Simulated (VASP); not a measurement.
OSZICAR of a VASP run on Ni (fcc):

OSZICAR:
```
       N       E                     dE             d eps       ncg     rms          rms(c)
DAV:   1     0.158659617593E+02    0.15866E+02   -0.49886E+03  7180   0.147E+03
DAV:   2    -0.138131435918E+02   -0.29679E+02   -0.28533E+02  7108   0.171E+02
DAV:   3    -0.142988343088E+02   -0.48569E+00   -0.48459E+00  8026   0.296E+01
DAV:   4    -0.143039559371E+02   -0.51216E-02   -0.51210E-02  8219   0.265E+00
DAV:   5    -0.143040927793E+02   -0.13684E-03   -0.13684E-03  8147   0.371E-01    0.107E+01
DAV:   6    -0.125787395607E+02    0.17254E+01   -0.29890E+01  7434   0.920E+01    0.911E+00
DAV:   7    -0.119447009130E+02    0.63404E+00   -0.79303E+00  7481   0.393E+01    0.224E+00
DAV:   8    -0.119444198598E+02    0.28105E-03   -0.49420E-02  7125   0.283E+00    0.168E+00
DAV:   9    -0.119363422534E+02    0.80776E-02   -0.55612E-02  7629   0.353E+00    0.559E-01
DAV:  10    -0.119376629687E+02   -0.13207E-02   -0.40427E-02  8363   0.277E+00    0.275E-01
DAV:  11    -0.119374915681E+02    0.17140E-03   -0.17620E-02  7436   0.202E+00    0.199E-01
DAV:  12    -0.119373442813E+02    0.14729E-03   -0.34362E-03  7696   0.902E-01    0.288E-02
DAV:  13    -0.119373519994E+02   -0.77181E-05   -0.26264E-05  7645   0.758E-02    0.132E-02
DAV:  14    -0.119373549343E+02   -0.29349E-05   -0.63809E-06  8512   0.250E-02    0.493E-03
DAV:  15    -0.119373557102E+02   -0.77592E-06   -0.16553E-06  7782   0.188E-02    0.118E-03
DAV:  16    -0.119373557409E+02   -0.30632E-07   -0.91223E-08  3829   0.381E-03
   1 F= -.11937356E+02 E0= -.11937468E+02  d E =0.335527E-03  mag=     0.7548
```

### Question
Which electronic solver shows in the log?

### Answer
It is blocked Davidson (ALGO = Normal, or the opening steps of other solvers). The INCAR had ALGO = Normal.

### Question
How was spin treated?

### Answer
Collinear spin (ISPIN = 2): the summary line carries one mag value, 0.75 μB in the cell.

### Question
Can the final energy be trusted as converged?

### Answer
The run converged. It stopped with EDIFF = 1E-7, NELM = 100 (r2SCAN meta-GGA, plane waves, VASP's PBE PAW potentials (set 64)).

The compound is Ni in the fcc structure. This cell is one point of a volume scan, at 1.03 of the reference volume.
